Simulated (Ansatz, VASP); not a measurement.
## In2W in VASP and in Ansatz

```xyz
3
Lattice="4.9400 0.0000 0.0000 -2.4700 4.2781 0.0000 0.0000 0.0000 2.8261" Properties=species:S:1:pos:R:3 pbc="T T T"
In    0.0000    2.8521    1.4131
In    2.4700    1.4260    1.4131
W     0.0000    0.0000    0.0000
```

Alike in both runs: functional PBE; k mesh 12 × 12 × 14; occupations fermi-dirac, width 0.15 eV; no spin polarisation.

Ansatz relaxed the structure, and its values are those at the end. VASP's run is a single point on that final structure, the one shown.

|  | VASP | Ansatz |
| --- | --- | --- |
| version | VASP 6.6.1 | Ansatz 0.2.0 |
| potentials or method | VASP PAW PBE potentials, release 64 (In_d, W_sv) | scalar-relativistic, plane waves, PAW |
| plane-wave cutoff (eV) | 520 | 420 |
| valence electrons in the cell | 40 | 40 |

```csv
,VASP,Ansatz,Ansatz less VASP
gap on the k mesh at the Fermi level (eV),none,none,-
pressure (GPa),0.1,0.0,-0.07
```

A gap of «none» marks a metal or a gap that the smearing closes. With one functional, cell and mesh, what is left measures potentials, basis and numerics.

Spin-orbit coupling is left out, which matters for the levels of W.
